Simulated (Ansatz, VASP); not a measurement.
# H18C9SNO3F3 (ionic liquid Pyr13+ triflate at 300 K) in two plane-wave programs, part 2 of 2

One calculation is typed for both programs; each brings its own data sets. How far apart do they land? The cell is taken from a series of runs on this material, whose earlier steps may have relaxed, scaled, displaced or heated it; both programs get it as it stands.

VASP 6.6.1 and Ansatz 0.2.0.

So far: Starting point; Ansatz: single point, PBE with D3(BJ).

**3. VASP: single point, PBE with D3(BJ)**

Level of this step: PBE with D3(BJ); plane waves and PAW (C, N, H, O, S, F) (VASP).

The same cell, functional, mesh and smearing now go to VASP, with its own data sets.

Lines of VASP's logs that name or quote its potential files are left out, and so is its time.

The input, INCAR:

```
SYSTEM = H18C9SNO3F3
PREC = Accurate
ENCUT = 600
EDIFF = 1E-06
NELM = 120
ISMEAR = 0
SIGMA = 0.025
LREAL = Auto
ALGO = Normal
GGA = PE
IVDW = 12
NBANDS = 382
LORBIT = 11
LWAVE = .FALSE.
LCHARG = .FALSE.
ISIF = 2
LASPH = .TRUE.
GGA_COMPAT = .FALSE.
EFERMI = MIDGAP
```

The input, POSCAR:

```
H18C9SNO3F3
1.0
   12.1869500000      0.0000000000      0.0000000000
    0.0000000000     12.1869500000      0.0000000000
    0.0000000000      0.0000000000     12.1869500000
C N H O S F
45 5 90 15 5 15
Direct
    0.2762300000      0.3347600000      0.5234600000
    0.2131400000      0.3994000000      0.6106700000
    0.2467200000      0.3605300000      0.7243600000
    0.2514800000      0.5358800000      0.8276000000
    0.0760700000      0.4326900000      0.8135400000
    0.0369800000      0.3186300000      0.8453600000
    0.1230100000      0.2772500000      0.9291500000
    0.2170300000      0.3605400000      0.9252500000
    0.6616100000      0.8659100000      0.2936300000
    0.5925900000      0.7900500000      0.2215100000
    0.4770300000      0.7830300000      0.2675100000
    0.3835700000      0.7207100000      0.0976200000
    0.2948600000      0.6908300000      0.2788600000
    0.2804700000      0.5718800000      0.3157400000
    0.3567400000      0.5060000000      0.2409500000
    0.4546100000      0.5814900000      0.2262800000
    0.8756700000      0.7952100000      0.5173100000
    0.9793000000      0.8103300000      0.5864100000
    0.9507200000      0.8748800000      0.6893000000
    0.1346500000      0.9600500000      0.7101100000
    0.0897000000      0.7939900000      0.8190800000
    0.1470100000      0.8333800000      0.9230400000
    0.0870500000      0.9404300000      0.9560600000
    0.0042500000      0.9622700000      0.8647900000
    0.6700200000      0.7524400000      0.9037600000
    0.5908800000      0.8479200000      0.8852600000
    0.6351800000      0.9205100000      0.7939500000
    0.5951500000      0.1039500000      0.8701400000
    0.4521400000      0.0099500000      0.7608000000
    0.4133900000      0.1140100000      0.7029200000
[... 139 atom lines left out ...]
    0.8860400000      0.3911400000      0.6425400000
    0.8822300000      0.3559600000      0.4672000000
    0.7386100000      0.3204100000      0.5688000000
    0.4543000000      0.5494100000      0.6590600000
    0.4891300000      0.6125100000      0.4952700000
    0.5675700000      0.6871900000      0.6381300000
```

The input, KPOINTS:

```
Automatic mesh
0
Gamma
1 1 1
0 0 0
```

The projector-augmented-wave data sets are C, N, H, O, S and F (PBE family, release 64).

Launch:

```bash
> export OMP_NUM_THREADS=3
> mpirun -np 1 vasp_gam
```

Numbers of over 12 decimals in the logs are rounded to 6 here.

What it wrote:

```text
[banner, memory and clock lines left out]
running    1 mpi-ranks, on    1 nodes
[...]
Offloading initialized ...    1 GPUs detected
[...]
LDA part: xc-table for (Slater+PW92), standard interpolation
 POSCAR, INCAR and KPOINTS ok, starting setup
[...]
entering main loop
       N       E                     dE             d eps       ncg     rms          rms(c)
DAV:   1     0.449392002845E+04    0.44939E+04   -0.30335E+05   772   0.143E+03
DAV:   2    -0.557726098879E+03   -0.50516E+04   -0.48181E+04   962   0.328E+02
DAV:   3    -0.104024852680E+04   -0.48252E+03   -0.47867E+03   952   0.104E+02
DAV:   4    -0.105143478418E+04   -0.11186E+02   -0.11141E+02   984   0.173E+01
[...]
DAV:  19    -0.964497149081E+03    0.26529E-05   -0.18844E-06   728   0.448E-03    0.292E-03
DAV:  20    -0.964497148013E+03    0.10683E-05   -0.92932E-07   680   0.292E-03    0.156E-03
DAV:  21    -0.964497147736E+03    0.27754E-06   -0.49112E-07   664   0.230E-03
   1 F= -.97408931E+03 E0= -.97408931E+03  d E =0.000000E+00
```

From OUTCAR (step 3):

```text
  FREE ENERGIE OF THE ION-ELECTRON SYSTEM (eV)
  ---------------------------------------------------
  free  energy   TOTEN  =      -974.0893123662 eV

  energy  without entropy=     -974.0893123662  energy(sigma->0) =     -974.08931237
```

The run ends at a pressure of -0.22 GPa, with forces up to 0.62 eV/Å.

**4. Differences**

Known differences besides the potentials themselves: the cutoff is 420 eV in Ansatz and 600 eV in VASP (PREC = Accurate, projectors in real space). Total energies have different zeros and are not compared.

Both answers:

| quantity | Ansatz | VASP | difference |
| --- | --- | --- | --- |
| pressure (GPa) | -0.11 | -0.22 | +0.11 |
| gap on the k mesh (eV) | 4.938 | 4.958 | -0.020 |

Forces on 9 of the 175 atoms, those with the largest forces and the largest differences (eV/Å; atoms numbered as in POSCAR):

| atom | Ansatz x, y, z | VASP x, y, z |
| --- | --- | --- |
| C41 | -0.051, -0.036, -0.020 | -0.408, -0.118, 0.174 |
| C42 | 0.111, -0.297, 0.091 | 0.279, -0.515, -0.213 |
| C43 | 0.029, 0.062, 0.031 | 0.078, -0.288, -0.190 |
| C44 | -0.025, 0.033, 0.044 | 0.120, -0.348, 0.111 |
| C45 | -0.114, -0.125, 0.006 | -0.420, 0.144, 0.023 |
| F161 | 0.037, 0.026, 0.011 | 0.296, 0.216, 0.256 |
| F165 | -0.046, 0.165, -0.002 | 0.038, 0.552, -0.041 |
| F166 | -0.051, 0.079, 0.013 | -0.436, 0.028, 0.017 |
| F175 | 0.081, 0.037, 0.012 | 0.412, 0.205, 0.143 |

The forces differ by 89 meV/Å r.m.s., which is 90.6 % of the r.m.s. force of 0.098 eV/Å (both taken over all components). A gap on the mesh is an upper bound, since the band edges may lie between its points.

**5. Results**

| Item | Value |
| --- | --- |
| r.m.s. force difference (single point, PBE with D3(BJ)) | 89 meV/Å |

The r.m.s. force difference is 89 meV/Å (single point, PBE with D3(BJ)), beyond the 12 meV/Å picked in this series as the mark of a large difference. What causes the difference of the single point, PBE with D3(BJ) pair stays open here. How closely two codes agree says nothing of how well the functional describes the real material.

[Lines on the potential files, build, host, timing and source positions are cut from VASP's logs without a mark.]

[Logs are printed without paths, hosts, clocks, repeated set-up lines and the standing remarks that a program may print on its own settings, such as how far it seeks lower states.]

[Hosts, paths, dates, database ids (printed as entryN), source tags and the programs' standing remarks are cut or masked in the printed files.]
